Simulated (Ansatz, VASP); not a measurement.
# TaGe3 in VASP and in Ansatz

File INCAR:

```
PREC = Accurate
ENCUT = 520
EDIFF = 1E-6
ISMEAR = 0
SIGMA = 0.1
LREAL = False
LASPH = True
NELM = 80
ALGO = Normal
ISIF = 2
LWAVE = False
LCHARG = False
GGA = PE
NBANDS = 34
```

The input KPOINTS:

```
regular mesh
0
Gamma
  4 4 4
```

POSCAR

```
TaGe3
1.0
    4.1822974700      0.0000000000      0.0000000000
    0.0000000000      4.1822974700      0.0000000000
    0.0000000000      0.0000000000      4.1822974700
Ta Ge
1 3
Direct
    0.0000000000      0.0000000000      0.0000000000
    0.5000000000      0.5000000000      0.0000000000
    0.0000000000      0.5000000000      0.5000000000
    0.5000000000      0.0000000000      0.5000000000
```

Input for Ansatz:

```yaml
crystal:
  lattice:
    - [4.18229747, 0.0, 0.0]
    - [0.0, 4.18229747, 0.0]
    - [0.0, 0.0, 4.18229747]
  atoms:
    - { symbol: Ta, position: [0.0, 0.0, 0.0] }
    - { symbol: Ge, position: [0.5, 0.5, 0.0] }
    - { symbol: Ge, position: [0.0, 0.5, 0.5] }
    - { symbol: Ge, position: [0.5, 0.0, 0.5] }
basis:
  ecutwfc: 420
kpoints:
  mp_grid: { grid: [4, 4, 4] }
hamiltonian:
  xc: pbe
scf:
  occupations: { method: gaussian, width: 0.1 }
  lower_state_search: "off"
output:
  forces: true
  stress: true
  eigenvalues: true
```

Change from the starting cell: species swapped into the Al3Ga type (Pm-3m, No. 221).

Alike in both runs: task single point; functional PBE; k mesh 4 × 4 × 4; occupations gaussian, width 0.1 eV; no spin polarisation.

```csv
,VASP,Ansatz
version,VASP 6.6.1,Ansatz 0.2.0
potentials or method,"VASP PAW PBE potentials, release 64 (Ta_pv, Ge_d)","scalar-relativistic, plane waves, PAW"
plane-wave cutoff (eV),520,420
valence electrons in the cell,53,55
```

|  | VASP | Ansatz | Ansatz less VASP |
| --- | --- | --- | --- |
| gap on the k mesh at the Fermi level (eV) | none | none | - |
| pressure (GPa) | -4.4 | -4.5 | -0.06 |

A gap of «none» marks a metal or a gap that the smearing closes. With one functional, cell and mesh, what is left measures potentials, basis and numerics. The two sets of potentials don't hold the same shells in valence.

Caveats: the k mesh is coarse (spacing up to 0.38 Å⁻¹), so the values aren't converged. The runs have no spin-orbit coupling, so splittings on Ta are missing.
